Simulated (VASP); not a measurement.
OSZICAR of a VASP run on Sn (beta):

OSZICAR:
```
       N       E                     dE             d eps       ncg     rms          rms(c)
DAV:   1     0.147334929261E+03    0.14733E+03   -0.13496E+04  5880   0.214E+03
DAV:   2    -0.362295344782E+02   -0.18356E+03   -0.18168E+03  5880   0.420E+02
DAV:   3    -0.528962394568E+02   -0.16667E+02   -0.16479E+02  6742   0.136E+02
DAV:   4    -0.533853646816E+02   -0.48913E+00   -0.48821E+00  6690   0.257E+01
DAV:   5    -0.534055613691E+02   -0.20197E-01   -0.20196E-01  7988   0.461E+00    0.392E+00
DAV:   6    -0.493543832685E+02    0.40512E+01   -0.14146E+00  6232   0.220E+01    0.186E+00
DAV:   7    -0.488255642426E+02    0.52882E+00   -0.40095E-01  6226   0.740E+00    0.924E-01
DAV:   8    -0.492213731799E+02   -0.39581E+00   -0.26020E-01  5896   0.431E+00    0.479E-01
DAV:   9    -0.492342167947E+02   -0.12844E-01   -0.32811E-02  6152   0.140E+00    0.892E-02
DAV:  10    -0.492325323766E+02    0.16844E-02   -0.24824E-02  5980   0.146E+00    0.800E-02
DAV:  11    -0.492399676130E+02   -0.74352E-02   -0.11626E-02  5930   0.786E-01    0.403E-02
DAV:  12    -0.492406213985E+02   -0.65379E-03   -0.54584E-04  6100   0.180E-01    0.196E-02
DAV:  13    -0.492407262806E+02   -0.10488E-03   -0.12578E-04  6312   0.136E-01    0.535E-03
DAV:  14    -0.492407640759E+02   -0.37795E-04   -0.67671E-05  5968   0.108E-01    0.692E-03
DAV:  15    -0.492407327659E+02    0.31310E-04   -0.23210E-05  5930   0.720E-02    0.397E-03
DAV:  16    -0.492407621574E+02   -0.29392E-04   -0.27078E-06  4690   0.202E-02    0.241E-03
DAV:  17    -0.492407671101E+02   -0.49527E-05   -0.32552E-06  4646   0.168E-02    0.690E-04
DAV:  18    -0.492407697222E+02   -0.26121E-05   -0.26991E-07  3068   0.628E-03    0.517E-04
DAV:  19    -0.492407698289E+02   -0.10661E-06   -0.10091E-07  3028   0.376E-03
   1 F= -.49240770E+02 E0= -.49240582E+02  d E =-.492408E+02
       N       E                     dE             d eps       ncg     rms          rms(c)
DAV:   1    -0.494514825011E+02   -0.21071E+00   -0.49585E+00  6420   0.405E+01    0.246E+00
DAV:   2    -0.492863295074E+02    0.16515E+00   -0.28029E-01  7366   0.921E+00    0.114E+00
DAV:   3    -0.492399313741E+02    0.46398E-01   -0.13290E-01  7670   0.600E+00    0.154E-01
DAV:   4    -0.492366935347E+02    0.32378E-02   -0.29395E-02  5942   0.124E+00    0.670E-02
DAV:   5    -0.492420148638E+02   -0.53213E-02   -0.16793E-03  5908   0.306E-01    0.460E-02
DAV:   6    -0.492433037931E+02   -0.12889E-02   -0.63132E-04  5988   0.188E-01    0.288E-02
DAV:   7    -0.492436395794E+02   -0.33579E-03   -0.21615E-04  5958   0.164E-01    0.157E-02
DAV:   8    -0.492435332186E+02    0.10636E-03   -0.12213E-04  5878   0.111E-01    0.647E-03
DAV:   9    -0.492437019569E+02   -0.16874E-03   -0.83462E-05  5876   0.102E-01    0.226E-03
DAV:  10    -0.492437081918E+02   -0.62348E-05   -0.41070E-06  4754   0.182E-02    0.201E-03
DAV:  11    -0.492437081000E+02    0.91795E-07   -0.26330E-07  3078   0.641E-03
   2 F= -.49243708E+02 E0= -.49243525E+02  d E =-.293827E-02
       N       E                     dE             d eps       ncg     rms          rms(c)
DAV:   1    -0.492633332053E+02   -0.19625E-01   -0.43375E-01  6420   0.115E+01    0.749E-01
DAV:   2    -0.492480366356E+02    0.15297E-01   -0.26601E-02  7370   0.283E+00    0.341E-01
DAV:   3    -0.492439797200E+02    0.40569E-02   -0.11293E-02  7680   0.176E+00    0.489E-02
DAV:   4    -0.492437733773E+02    0.20634E-03   -0.25540E-03  5946   0.359E-01    0.201E-02
DAV:   5    -0.492441994403E+02   -0.42606E-03   -0.14957E-04  5890   0.861E-02    0.142E-02
DAV:   6    -0.492443073101E+02   -0.10787E-03   -0.50589E-05  5958   0.492E-02    0.896E-03
DAV:   7    -0.492443370831E+02   -0.29773E-04   -0.24189E-05  5926   0.559E-02    0.434E-03
DAV:   8    -0.492443433546E+02   -0.62715E-05   -0.98636E-06  4576   0.325E-02    0.293E-03
DAV:   9    -0.492443495762E+02   -0.62216E-05   -0.57807E-06  4638   0.275E-02    0.192E-03
DAV:  10    -0.492443510724E+02   -0.14962E-05   -0.52484E-07  3092   0.861E-03    0.358E-04
DAV:  11    -0.492443509334E+02    0.13902E-06   -0.76655E-08  2972   0.334E-03
   3 F= -.49244351E+02 E0= -.49244160E+02  d E =-.358110E-02
       N       E                     dE             d eps       ncg     rms          rms(c)
DAV:   1    -0.492443896874E+02   -0.38615E-04   -0.93510E-04  6416   0.538E-01    0.346E-02
DAV:   2    -0.492443542082E+02    0.35479E-04   -0.56095E-05  7400   0.130E-01    0.158E-02
DAV:   3    -0.492443463076E+02    0.79006E-05   -0.24570E-05  7544   0.821E-02    0.217E-03
DAV:   4    -0.492443478863E+02   -0.15787E-05   -0.55531E-06  4620   0.166E-02    0.975E-04
DAV:   5    -0.492443488624E+02   -0.97614E-06   -0.35603E-07  2960   0.556E-03
   4 F= -.49244349E+02 E0= -.49244158E+02  d E =-.357903E-02
       N       E                     dE             d eps       ncg     rms          rms(c)
DAV:   1    -0.492444478256E+02   -0.99939E-04   -0.25339E-03  6726   0.473E-01    0.479E-02
DAV:   2    -0.492443868824E+02    0.60943E-04   -0.13876E-04  6490   0.202E-01    0.292E-02
DAV:   3    -0.492443561896E+02    0.30693E-04   -0.53141E-05  7466   0.129E-01    0.311E-03
DAV:   4    -0.492443605222E+02   -0.43326E-05   -0.14416E-05  6062   0.468E-02    0.213E-03
DAV:   5    -0.492443604498E+02    0.72405E-07   -0.11474E-06  4210   0.104E-02
   5 F= -.49244360E+02 E0= -.49244181E+02  d E =-.115874E-04
```

### Question
Which electronic solver shows in the log?

### Answer
It is blocked Davidson (ALGO = Normal, or the opening steps of other solvers). The INCAR had ALGO = Normal.

### Question
Can the final energy be trusted as converged?

### Answer
The run converged. It stopped with EDIFF = 1E-6, NELM = 100, NSW = 60 and EDIFFG = -0.01 after 5 ionic steps (r2SCAN meta-GGA, plane waves, VASP's PBE PAW potentials (set 64)).

The compound is Sn in the beta structure. This run relaxes it. Symmetry was kept, so distortions that lower it aren't found.
